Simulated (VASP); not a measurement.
Given:

```
MgI2
1.0
    2.10414    -3.64448     0.00000
    2.10414     3.64448     0.00000
    0.00000     0.00000     7.55703
Mg I
1 2
Direct
  0.00000   0.00000   0.00000
  0.33333   0.66667   0.22096
  0.66667   0.33333   0.77904
```

All values below come from PBE GGA, VASP's PBE PAW potentials (set 64) (plane waves; VASP). Numerical set-up: 500 eV cut-off, 6×6×3 Γ-centred mesh, Gaussian smearing of 0.050 eV, potentials Mg I.

Without a dispersion term in the relaxation, distances and binding between the weakly bound layers, chains or molecules are unreliable, and so is what depends on them.

Question: Estimate the energy per atom (σ→0).

Answer: 
```yaml
energy per atom (σ→0): -2579 meV/atom
```

Only differences to runs with the same potentials and settings are physical.

The compound is MgI2 in the 1T layered structure. It was relaxed first, which changed the volume by +13 %.
